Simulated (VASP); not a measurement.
Here is the system:

```xyz
5
Lattice="-2.2818 2.2818 5.1170 2.2818 -2.2818 5.1170 2.2818 2.2818 -5.1170" Properties=species:S:1:pos:R:3 pbc="T T T"
Ba     0.0000     0.0000     0.0000
Pt     0.0000     0.0000     6.6307
Ge     0.0000     0.0000     4.0977
Ge     0.0000     2.2818     2.5964
Ge     2.2818     0.0000     2.5964
```

Level of theory: PBEsol GGA, VASP's PBE PAW potentials (set 64) (plane waves; VASP). Numerical set-up: 300 eV cut-off, 6×6×6 Γ-centred mesh, Fermi-Dirac smearing of 0.050 eV, potentials Ba_sv Pt Ge_d.

At this cut-off the stress carries a Pulay error, which pulls relaxed volumes low. Unless said otherwise, spin-orbit coupling is left out, though it shifts the bands of the heavy elements here.

Problem. What does the run give for the energy per atom (σ→0), pressure, largest force, band gap (on the k-mesh) with the smallest direct gap where there is one?

Solution. 
The band gap (on the k-mesh) comes out as none (metal, semimetal or under 0.01 eV) and the energy per atom (σ→0) is -5.464 eV/atom. The pressure is -1.30 GPa and the largest force is 0.119 eV/Å.

Only differences to runs with the same potentials and settings are physical.

The structure comes from a measured BaGe3Pt entry of the Crystallography Open Database, whose conditions weren't checked. The cell was not relaxed at this level. The k-mesh is coarse (spacing up to 0.32 per Å, 2π included), so the numbers may not be converged in it.
